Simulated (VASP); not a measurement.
BaSrTi2O6:

```xyz
20
Lattice="-3.9556 3.9556 3.9556 3.9556 -3.9556 3.9556 3.9556 3.9556 -3.9556" Properties=species:S:1:pos:R:3 pbc="T T T"
Ba    1.9778    1.9778    1.9778
Ba    1.9778    1.9778   -1.9778
Sr    1.9778   -1.9778    1.9778
Sr   -1.9778    1.9778    1.9778
Ti    0.0000    0.0000    0.0000
Ti    0.0000    0.0000    3.9556
Ti    0.0000    3.9556    0.0000
Ti    3.9556    0.0000    0.0000
O     1.9778    0.0000    0.0000
O     1.9778    0.0000    3.9556
O     1.9778    3.9556    0.0000
O     5.9335    0.0000    0.0000
O     0.0000    1.9778    0.0000
O     0.0000    1.9778    3.9556
O     0.0000    5.9335    0.0000
O     3.9556    1.9778    0.0000
O     0.0000    0.0000    1.9778
O     0.0000    0.0000    5.9335
O     0.0000    3.9556    1.9778
O     3.9556    0.0000    1.9778
```

The cell was built by a generator and needn't be a form met in nature.

- Program: VASP 6.6.1
- Task: relaxation of cell and atoms
- Functional: PBEsol
- Potentials or basis: VASP PAW PBE potentials, release 64 (Ba_sv, Sr_sv, Ti_sv, O)
- Cutoff: 600 eV
- k mesh: 6 × 6 × 6
- Occupations: gaussian, width 0.03 eV
- Spin: no spin polarisation

At the start: pressure -2.0 GPa; volume 12.38 Å³/atom.

Question: Where does the relaxation end?

Answer: Over 5 steps the energy falls by 3.4 meV/atom and the volume is 12.23 Å³/atom (-1.2 %); space group P4/mmm (No. 123, to 0.05 Å).

Step by step:
```
step  energy change (eV)  largest force (eV/Å)  pressure (GPa)  volume (Å³)
   1              0.0000                0.3800           -1.99       247.58
   2             -0.0430                0.1803            1.94       242.12
   3             -0.0476                0.2286            0.98       243.39
   4             -0.0673                0.0298            0.15       244.41
   5             -0.0676                0.0015            0.01       244.57
```

Final structure:
```
CELL_PARAMETERS angstrom
-3.94062 3.94062 3.93738
3.94062 -3.94062 3.93738
3.94062 3.94062 -3.93738
ATOMIC_POSITIONS crystal
Ba 0.50000 0.50000 0.50000
Ba 0.00000 0.00000 0.50000
Sr 0.00000 0.50000 0.00000
Sr 0.50000 0.00000 0.00000
Ti 0.00000 0.00000 0.00000
Ti 0.50000 0.50000 0.00000
Ti 0.50000 0.00000 0.50000
Ti 0.00000 0.50000 0.50000
O 0.99594 0.25000 0.24594
O 0.49594 0.75000 0.24594
O 0.50406 0.25000 0.75406
O 0.00406 0.75000 0.75406
O 0.25000 0.99594 0.24594
O 0.75000 0.49594 0.24594
O 0.75000 0.00406 0.75406
O 0.25000 0.50406 0.75406
O 0.25000 0.25000 0.00000
O 0.75000 0.75000 0.00000
O 0.75000 0.25000 0.50000
O 0.25000 0.75000 0.50000
```

Caveat: the PAW data sets were made with another functional, which shifts forces and pressure a little.
